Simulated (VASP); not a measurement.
Input for VASP

### POSCAR
```
Ga
8.9733230
  0.2430452170  -0.4184079052   0.0000000000
  0.2430452170   0.4184079052   0.0000000000
  0.0000000000   0.0000000000   0.5000000104
Ga
4
Cart
  0.2430452170   0.2881678234   0.4578094584
  0.2430452170   0.1302400819   0.2078094533
  0.2430452170  -0.1302400819   0.2921905571
  0.2430452170  -0.2881678234   0.0421905519
```

### KPOINTS
```
Automatic mesh
0
G
  9 9 8
0 0 0
```

**INCAR**
```
! general
SYSTEM   =  Ga
PREC     =  Accurate
ENCUT    =  520   ! plane-wave cut-off (eV)
LREAL    =  .FALSE.   ! projection in real space or not
LASPH    =  .TRUE.   ! aspherical one-centre terms

! electronic loop
EDIFF    =  1E-7   ! SCF stop (eV)
NELM     =  100   ! most electronic steps
ALGO     =  Normal
LMAXMIX  =  4

! smearing
ISMEAR   =  -5

! ions
ISIF     =  2   ! forces and stress, cell fixed

! output
LWAVE    =  .FALSE.
LCHARG   =  .TRUE.
LORBIT   =  11   ! lm-projected
NEDOS    =  601

! other
LEFG     =  .TRUE.
```

POTCAR, in this order: Ga_d (LDA.64 set). Program: vasp_std.

Problem. Translate this LDA calculation to Ansatz.

Solution. One equivalent input (not run):
Ansatz 0.2 input:
```yaml
crystal:
  lattice:
    - [2.1809232, -3.7545093, 0.0000000]
    - [2.1809232, 3.7545093, 0.0000000]
    - [0.0000000, 0.0000000, 4.4866616]
  atoms:
    - { symbol: Ga, position: [0.1556377, 0.8443623, 0.9156189] }
    - { symbol: Ga, position: [0.3443623, 0.6556377, 0.4156189] }
    - { symbol: Ga, position: [0.6556377, 0.3443623, 0.5843811] }
    - { symbol: Ga, position: [0.8443623, 0.1556377, 0.0843811] }
kpoints:
  mp_grid: { grid: [9, 9, 8] }
hamiltonian:
  xc: lda
  pseudopotentials: { kind: paw }
scf:
  occupations: { method: tetrahedron }
  max_iter: 100
output: { forces: true, stress: true, eigenvalues: true }
```
Limits of the translation: each code has its own PAW files, so the cut-off isn't converted (ENCUT is set for VASP's; basis.ecutwfc is left out, and Ansatz then takes the one that its files recommend); Ansatz stops its SCF on the density residual and VASP on the energy change (EDIFF); Ansatz's lda is the Perdew-Wang form, while the LDA potentials of VASP carry Perdew-Zunger's; the field gradients of LEFG aren't asked of the other code.

The compound is Ga in the alpha structure. It was relaxed first, which changed the volume by -6 %.
